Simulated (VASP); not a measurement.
TiN:

```
Ti N
1.0
     0.00000    2.11900    2.11900
     2.11900    0.00000    2.11900
     2.11900    2.11900    0.00000
Ti N
1 1
Cartesian
  0.0000 0.0000 0.0000
  2.1190 2.1190 2.1190
```

* Program: VASP 6.6.1
* Task: relaxation of cell and atoms
* Functional: PBEsol
* Potentials or basis: VASP PAW PBE potentials, release 64 (Ti_sv, N)
* Cutoff: 520 eV
* k mesh: 12 × 12 × 12
* Occupations: gaussian, width 0.02 eV
* Spin: no spin polarisation

At the start: pressure -6.4 GPa; volume 9.51 Å³/atom.

**Question.** How do energy, volume and symmetry change on relaxing?

**Answer.** Over 6 steps the energy falls by 5.0 meV/atom and the volume is 9.30 Å³/atom (-2.2 %); space group Fm-3m (No. 225, to 0.05 Å).

The path:
```
step  energy change (eV)  largest force (eV/Å)  pressure (GPa)  volume (Å³)
   1              0.0000                0.0000           -6.44        19.03
   2              0.0111                0.0000           10.68        17.99
   3             -0.0100                0.0000           -0.08        18.61
   4             -0.0100                0.0000            0.04        18.60
   5             -0.0100                0.0000           -0.05        18.61
   6             -0.0100                0.0000           -0.01        18.60
```

Final structure:
```cif
data_structure
_symmetry_space_group_name_H-M 'P 1'
_symmetry_Int_Tables_number 1
_cell_length_a 2.9742
_cell_length_b 2.9742
_cell_length_c 2.9742
_cell_angle_alpha 60.000
_cell_angle_beta 60.000
_cell_angle_gamma 60.000
_cell_volume 18.60
loop_
_atom_site_label
_atom_site_type_symbol
_atom_site_fract_x
_atom_site_fract_y
_atom_site_fract_z
_atom_site_occupancy
Ti1 Ti 0.00000 0.00000 0.00000 1
N1 N 0.50000 0.50000 0.50000 1
```

Caveat: the PAW data sets were made with another functional, which shifts forces and pressure a little.
